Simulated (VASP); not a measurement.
These are PBEsol GGA, VASP's PBE PAW potentials (set 64) (plane waves; VASP 6.6.1) values and carry that method's errors.

VASP input:

### KPOINTS
```
K-points
0
G
 7 7 3
```

INCAR:
```
# general
SYSTEM =Sn2GeTe3
PREC   =Accurate
ENCUT  =400
LREAL  =.FALSE.
LASPH  =.TRUE.

# electronic loop
EDIFF  =1E-6
NELM   =100
ALGO   =Normal
LMAXMIX=4

# smearing
ISMEAR =1
SIGMA  =0.1

# functional
GGA    =PS

# ions
IBRION =2
NSW    =60
ISIF   =3
EDIFFG =-0.02

# output
LWAVE  =.FALSE.
LCHARG =.FALSE.
```

**POSCAR**
```
Sn2GeTe3
1.0
  4.3422285149   0.0000000000   0.0000000000
 -2.1711142574   3.7604799904   0.0000000000
  0.0000000000   0.0000000000  10.7586841545
Sn Ge Te
2 1 3
Cartesian
 -0.0000021711   2.5069879138   8.8812727202
  2.1711164286   1.2534920766   1.8774114343
  0.0000000000   0.0000000000   5.3793420772
 -0.0000021711   2.5069879138   3.7583928249
  2.1711164286   1.2534920766   7.0002913296
  0.0000000000   0.0000000000  10.7586841545
```

POTCAR, in this order: Sn_d Ge_d Te (PBE.64 set). Program: vasp_std.

What VASP printed:

**OSZICAR**
```
       N       E                     dE             d eps       ncg     rms          rms(c)
DAV:   1     0.509917050988E+03    0.50992E+03   -0.24242E+04  1660   0.211E+03
DAV:   2     0.632166681800E+02   -0.44670E+03   -0.43651E+03  1472   0.600E+02
DAV:   3    -0.202029879570E+02   -0.83420E+02   -0.81322E+02  1764   0.186E+02
DAV:   4    -0.252345827724E+02   -0.50316E+01   -0.49970E+01  1632   0.506E+01
DAV:   5    -0.254030880459E+02   -0.16851E+00   -0.16826E+00  2032   0.960E+00    0.861E+00
DAV:   6    -0.252845368227E+02    0.11855E+00   -0.30818E-01  1824   0.359E+00    0.553E+00
DAV:   7    -0.252858083544E+02   -0.12715E-02   -0.18781E-01  1808   0.218E+00    0.436E-01
DAV:   8    -0.252782471175E+02    0.75612E-02   -0.42505E-02  1688   0.136E+00    0.471E-01
DAV:   9    -0.252785458879E+02   -0.29877E-03   -0.26337E-03  1820   0.231E-01    0.211E-01
DAV:  10    -0.252786064285E+02   -0.60541E-04   -0.14435E-04  2004   0.752E-02    0.768E-02
DAV:  11    -0.252786140515E+02   -0.76230E-05   -0.50026E-05  1816   0.484E-02    0.264E-02
DAV:  12    -0.252786147287E+02   -0.67718E-06   -0.40434E-06  1416   0.103E-02
   1 F= -.25278615E+02 E0= -.25278749E+02  d E =-.252786E+02
       N       E                     dE             d eps       ncg     rms          rms(c)
DAV:   1    -0.252917149214E+02   -0.13101E-01   -0.28268E-01  1772   0.549E+00    0.689E-01
DAV:   2    -0.252826250393E+02    0.90899E-02   -0.20679E-02  1848   0.168E+00    0.322E-01
DAV:   3    -0.252798602739E+02    0.27648E-02   -0.49289E-03  1880   0.730E-01    0.104E-01
DAV:   4    -0.252795788348E+02    0.28144E-03   -0.47256E-04  1852   0.210E-01    0.612E-02
DAV:   5    -0.252795470933E+02    0.31741E-04   -0.10977E-04  1756   0.844E-02    0.177E-02
DAV:   6    -0.252795477702E+02   -0.67686E-06   -0.17744E-05  1616   0.481E-02    0.463E-03
DAV:   7    -0.252795476662E+02    0.10393E-06   -0.48885E-07   836   0.593E-03
   2 F= -.25279548E+02 E0= -.25279654E+02  d E =-.932938E-03
       N       E                     dE             d eps       ncg     rms          rms(c)
DAV:   1    -0.252797413309E+02   -0.19356E-03   -0.43537E-03  1772   0.687E-01    0.848E-02
DAV:   2    -0.252796003921E+02    0.14094E-03   -0.31539E-04  1828   0.221E-01    0.402E-02
DAV:   3    -0.252795582857E+02    0.42106E-04   -0.82037E-05  1880   0.971E-02    0.126E-02
DAV:   4    -0.252795553157E+02    0.29700E-05   -0.84419E-06  1600   0.227E-02    0.724E-03
DAV:   5    -0.252795554378E+02   -0.12208E-06   -0.11968E-06   852   0.100E-02
   3 F= -.25279555E+02 E0= -.25279659E+02  d E =-.940709E-03
       N       E                     dE             d eps       ncg     rms          rms(c)
DAV:   1    -0.252825508090E+02   -0.29955E-02   -0.80901E-02  1576   0.201E+00    0.311E-01
DAV:   2    -0.252810464768E+02    0.15043E-02   -0.44354E-03  1828   0.756E-01    0.182E-01
DAV:   3    -0.252801607495E+02    0.88573E-03   -0.95986E-04  2224   0.395E-01    0.368E-02
DAV:   4    -0.252801566028E+02    0.41467E-05   -0.30313E-04  1644   0.156E-01    0.197E-02
DAV:   5    -0.252801537401E+02    0.28627E-05   -0.36458E-05  1656   0.655E-02    0.776E-03
DAV:   6    -0.252801536030E+02    0.13712E-06   -0.76371E-07   836   0.103E-02
   4 F= -.25280154E+02 E0= -.25280207E+02  d E =-.598165E-03
```

OUTCAR:
```
------------------------ aborting loop because EDIFF is reached ----------------------------------------
  FORCE on cell =-STRESS in cart. coord.  units (eV):
  Direction    XX          YY          ZZ          XY          YZ          ZX
  --------------------------------------------------------------------------------------
  Total        0.0756965      0.0756965      0.0008426      0.0000000      0.0000000      0.0000000
  in kB        0.6932044      0.6932043      0.0077164      0.0000000      0.0000000      0.0000000
  external PRESSURE =       0.4647083 kB  Pullay stress =       0.0000000 kB
  volume of cell :      174.95
      direct lattice vectors                 reciprocal lattice vectors
     4.346498966  0.000000000  0.000000000     0.230070226  0.132831115  0.000000000
    -2.173249483  3.764178309  0.000000000    -0.000000000  0.265662229  0.000000000
    -0.000000000 -0.000000000 10.693386365    -0.000000000 -0.000000000  0.093515746
 POSITION                                       TOTAL-FORCE (eV/Angst)
 -----------------------------------------------------------------------------------
     -0.00000      2.50945      8.82779         0.000000     -0.000000      0.000795
      2.17325      1.25472      1.86560        -0.000000      0.000000     -0.000795
     -0.00000     -0.00000      5.34669        -0.000000      0.000000      0.000000
     -0.00000      2.50945      3.73497         0.000000      0.000000     -0.004641
      2.17325      1.25472      6.95842        -0.000000     -0.000000      0.004641
      0.00000      0.00000      0.00000        -0.000000      0.000000      0.000000
 -----------------------------------------------------------------------------------
    total drift:                               -0.000000     -0.000000      0.000000
  FREE ENERGIE OF THE ION-ELECTRON SYSTEM (eV)
  ---------------------------------------------------
  free  energy   TOTEN  =       -25.2801536030 eV

  energy  without entropy=      -25.2803152852  energy(sigma->0) =      -25.28020750

 reached required accuracy - stopping structural energy minimisation
```
(Selected blocks of OUTCAR.)

CONTCAR:
```
Sn2GeTe3
   1.00000000000000
     4.3464989659103548    0.0000000000000566    0.0000000000000000
    -2.1732494829050792    3.7641783088345386    0.0000000000000000
    -0.0000000000000000   -0.0000000000000000   10.6933863649604906
  Sn              Ge              Te
     2     1     3
Direct
     0.3333330000000032    0.6666669999999968    0.8255372652231792
     0.6666669999999968    0.3333330000000032    0.1744627347768208
     0.0000000000000000    0.0000000000000000    0.5000000000000000
     0.3333330000000032    0.6666669999999968    0.3492785241622069
     0.6666669999999968    0.3333330000000032    0.6507214758377932
     0.0000000000000000    0.0000000000000000    0.0000000000000000
```

The structure comes from a computed database's Sn2GeTe3 entry (P-3m1); how it stands against other phases isn't given here. This run relaxes it. Symmetry was kept, so distortions that lower it aren't found. The start is the result of an earlier pass.
